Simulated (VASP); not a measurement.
An input for Quantum ESPRESSO's pw.x (written as the equivalent of a VASP run, and not itself run):

```
&CONTROL
  calculation = 'scf'
  pseudo_dir = './pseudo'
  outdir = './out'
  tprnfor = .true.
  tstress = .true.
/
&SYSTEM
  ibrav = 0
  nat = 2
  ntyp = 1
  ecutwfc = 98
  occupations = 'tetrahedra'
  input_dft = 'pbe'
  vdw_corr = 'grimme-d3'
  dftd3_version = 4
  dftd3_threebody = .false.
  nspin = 2
  starting_magnetization(1) = 0.07
/
&ELECTRONS
  conv_thr = 7.3e-09
  electron_maxstep = 100
/
ATOMIC_SPECIES
  Ni 58.693 Ni.upf
CELL_PARAMETERS angstrom
     2.4525497   -0.0000000    0.0000000
    -1.2262749    2.1239707    0.0000000
     0.0000000    0.0000000    4.0344420
ATOMIC_POSITIONS crystal
  Ni   0.3333330  0.6666670  0.2500000
  Ni   0.6666670  0.3333330  0.7500000
K_POINTS automatic
  19 19 10 0 0 0
```

Question: Write the VASP files for the same calculation (PBE-D3(BJ)).

Answer: Several could match; the one computed here: 
KPOINTS:
```
K-points
0
Gamma
 19 19 10
0 0 0
```

INCAR:
```
# general
SYSTEM   =  Ni
PREC     =  Accurate
ENCUT    =  400
LREAL    =  .FALSE.   # projection in real space or not
LASPH    =  .TRUE.   # aspherical one-centre terms

# electronic loop
EDIFF    =  1E-7   # SCF stop (eV)
NELM     =  100
ALGO     =  Normal   # blocked Davidson
LMAXMIX  =  4

# smearing
ISMEAR   =  -5

# functional
GGA      =  PE   # PBE
IVDW     =  12

# spin
ISPIN    =  2   # spin-polarised
MAGMOM   =  2*0.7

# ions
ISIF     =  2

# output
LWAVE    =  .FALSE.
LCHARG   =  .TRUE.
LORBIT   =  11
NEDOS    =  601
```

**POSCAR**
```
Ni
8.0688840
  0.3039515390   0.0000000000   0.0000000000
 -0.1519757695   0.2632297934   0.0000000000
  0.0000000000   0.0000000000   0.5000000042
Ni
2
Direct
  0.3333330000   0.6666670000   0.2500000000
  0.6666670000   0.3333330000   0.7500000000
```

POTCAR, in this order: Ni (PBE.64 set). Program: vasp_std.

Limits of the translation: the potentials are each code's own (VASP's PAW set, PseudoDojo norm-conserving files in pw.x), so ENCUT and ecutwfc are chosen apart and not converted; conv_thr bounds pw.x's estimated SCF error, while EDIFF bounds the energy change between steps; starting_magnetization is a fraction of the valence charge and MAGMOM a moment in μB, so they match only roughly.

The structure comes from a measured Ni entry (P6_3/mmc) of the Crystallography Open Database, whose conditions weren't checked. It was relaxed first, which changed the volume by -18 %.
